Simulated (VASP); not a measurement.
VASP runs on K₂S (space group Fm-3m) share one base input (HSE06 screened hybrid, plane waves, VASP's PBE PAW potentials (set 64)) and change the settings named in each case.

**POSCAR**
```
K2S
5.1695360
  0.0000000000   0.7071067887   0.7071067887
  0.7071067887   0.0000000000   0.7071067887
  0.7071067887   0.7071067887   0.0000000000
K S
2 1
direct
  0.7500000000   0.7500000000   0.7500000000
  0.2500000000   0.2500000000   0.2500000000
  0.0000000000   0.0000000000   0.0000000000
```

### INCAR
```
SYSTEM = K2S
PREC = Accurate; ENCUT = 300; LREAL = .False.
LASPH = .True.; ISYM = 3
EDIFF = 1E-6; NELM = 100; ALGO = Normal
ISMEAR = 0; SIGMA = 0.01
GGA = PE; LHFCALC = .True.; AEXX = 0.25
HFSCREEN = 0.2; PRECFOCK = Fast
ISIF = 2
LWAVE = .False.; LCHARG = .False.
```

### KPOINTS
```
Regular mesh
0
gamma
  4 4 4
```

POTCAR, in this order: K_sv S (PBE.64 set). Program: vasp_std.

| change | E(σ→0) (eV/atom) | pressure (GPa) |
|---|---|---|
| base run | -3.6188 | 0.80 |
| AEXX removed, HFSCREEN removed, ISYM removed, LHFCALC removed, PRECFOCK removed | -3.1310 | 1.11 |
| HFRCUT = -1, HFSCREEN removed | -3.9019 | 0.76 |
| KPOINTS 1×1×1 Γ-centred mesh | -3.8803 | -5.76 |
| KPOINTS 2×2×2 Γ-centred mesh | -3.6055 | 0.76 |
| KPOINTS 3×3×3 Γ-centred mesh | -3.6178 | 0.79 |
| KPOINTS 5×5×5 Γ-centred mesh | -3.6188 | 0.80 |
| ENCUT = 180 | -3.6523 | -4.70 |
| ENCUT = 270 | -3.6170 | 0.67 |
| KPOINTS 3×3×3 Γ-centred mesh | -3.6178 | 0.79 |
| EDIFF = 1E-05 | -3.6188 | 0.80 |
 Energies of different potentials or functionals have different zeros.

Left out are runs that ran out of time, are held back, or changed the cell or the kind of run, fixed moments of cells without a moment, rows past the twelfth, gaps on odd meshes, pressures of charged cells and columns that move by less than the noise.

The structure comes from a computed database's K2S entry; how it stands against other phases isn't given here. The cell was not relaxed at this level, its lattice was scaled by up to 2.5 %.
